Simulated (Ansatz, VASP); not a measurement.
**One calculation of CsHg, two programs**

The input INCAR:

```
SYSTEM = CsHg
ALGO = Normal
EDIFF = 1E-7
ENCUT = 520
GGA = CA
ISIF = 2
ISMEAR = -1
LASPH = .True.
LCHARG = .False.
LREAL = .False.
LWAVE = .False.
NBANDS = 29
NELM = 80
PREC = Accurate
SIGMA = 0.05
```

Contents of KPOINTS:

```
k-points
0
Gamma
  6 6 6
  0 0 0
```

Contents of POSCAR:

```
CsHg
1.0
    0.0000000000      3.9514194346      3.9514194346
    3.9514194346      0.0000000000      3.9514194346
    3.9514194346      3.9514194346      0.0000000000
Cs Hg
2 2
Direct
    0.1250000000      0.1250000000      0.1250000000
   -0.1250000000     -0.1250000000     -0.1250000000
    0.3750000000      0.3750000000      0.3750000000
   -0.3750000000     -0.3750000000     -0.3750000000
```

Input for Ansatz:

```yaml
crystal:
  lattice:
    - [0.0, 3.9514194346, 3.9514194346]
    - [3.9514194346, 0.0, 3.9514194346]
    - [3.9514194346, 3.9514194346, 0.0]
  atoms:
    - { symbol: Cs, position: [0.125, 0.125, 0.125] }
    - { symbol: Cs, position: [-0.125, -0.125, -0.125] }
    - { symbol: Hg, position: [0.375, 0.375, 0.375] }
    - { symbol: Hg, position: [-0.375, -0.375, -0.375] }
kpoints:
  mp_grid: { grid: [6, 6, 6] }
  band_path:
    path:
      - [0.0, 0.0, 0.0]
      - [0.5, 0.0, 0.5]
      - [0.625, 0.25, 0.625]
      - [0.375, 0.375, 0.75]
      - [0.0, 0.0, 0.0]
      - [0.5, 0.5, 0.5]
      - [0.5, 0.25, 0.75]
      - [0.5, 0.0, 0.5]
    npoints: 14
scf:
  occupations: { method: fermi_dirac, width: 0.05 }
hamiltonian:
  xc: lda
  pseudopotentials: { kind: paw }
output:
  forces: true
  stress: true
  eigenvalues: true
  populations: true
  bader: true
  write_density: true
  write_potential: true
  elf: true
  volumetric_format: npy
```

Change from the starting cell: volume scaled by 0.9, PAW files.

Alike in both runs: task single point; functional LDA; k mesh 6 × 6 × 6; occupations fermi-dirac, width 0.05 eV; no spin polarisation.

|  | VASP | Ansatz |
| --- | --- | --- |
| version | VASP 6.6.1 | Ansatz 0.2.0 |
| potentials or method | VASP PAW LDA potentials, release 64 (Cs_sv, Hg) | PAW with Ansatz's default frozen-core files, scalar-relativistic |
| plane-wave cutoff (eV) | 520 | 420 |
| valence electrons in the cell | 42 | 58 |

VASP gave:

| Property | Result |
| --- | --- |
| pressure (GPa) | 2.9 |

Task: Estimate Ansatz's values.

Result: Pressure (GPa): 2.6.

The two sets of potentials don't hold the same shells in valence.

Spin-orbit coupling is left out, which matters for the levels of Cs, Hg.
